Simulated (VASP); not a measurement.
Computed with LDA (Ceperley-Alder, Perdew-Zunger), VASP's LDA PAW potentials (set 64) (plane waves; VASP 6.6.1).

VASP input:

**INCAR**
```
ALGO = Normal
EDIFF = 1E-6
EDIFFG = -0.01
ENCUT = 520
IBRION = 2
ISIF = 3
ISMEAR = 0
LASPH = .True.
LCHARG = .False.
LMAXMIX = 4
LREAL = .False.
LWAVE = .False.
NELM = 100
NSW = 60
PREC = Accurate
SIGMA = 0.05
SYSTEM = CdTe
```

**POSCAR**
```
CdTe
1
    0.0000000000     3.2400000000     3.2400000000
    3.2400000000     0.0000000000     3.2400000000
    3.2400000000     3.2400000000     0.0000000000
Cd Te
1 1
Direct
  0.0000000000   0.0000000000   0.0000000000
  0.2500000000   0.2500000000   0.2500000000
```

### KPOINTS
```
Automatic mesh
0
Gamma
6 6 6
0 0 0
```

POTCAR, in this order: Cd Te (LDA.64 set). Program: vasp_std.

Energy and stress use the plane-wave basis of the starting cell. Unless said otherwise, spin-orbit coupling is left out, though it shifts the bands of the heavy elements here.

Q: Estimate the energy per atom (σ→0), volume per atom, band gap (on the k-mesh).

A: 
The energy per atom (σ→0) comes out as -3.022 eV/atom and the band gap (on the k-mesh) is 0.63 eV. The volume per atom comes out as 33.11 Å^3/atom.

### OSZICAR
```
...
       N       E                     dE             d eps       ncg     rms          rms(c)
DAV:   1    -0.605833696976E+01   -0.14444E-01   -0.28199E-01   461   0.723E+00    0.896E-01
DAV:   2    -0.604606585334E+01    0.12271E-01   -0.34012E-02   456   0.302E+00    0.301E-01
DAV:   3    -0.604486675060E+01    0.11991E-02   -0.29914E-03   446   0.603E-01    0.253E-01
DAV:   4    -0.604466321946E+01    0.20353E-03   -0.32002E-04   446   0.149E-01    0.481E-02
DAV:   5    -0.604464975132E+01    0.13468E-04   -0.36693E-05   431   0.844E-02    0.322E-02
DAV:   6    -0.604464911188E+01    0.63944E-06   -0.84667E-06   429   0.291E-02
   3 F= -.60446491E+01 E0= -.60446491E+01  d E =-.673630E-02
```

The compound is CdTe in the zinc blende structure. This run relaxes it. Symmetry was kept, so distortions that lower it aren't found.
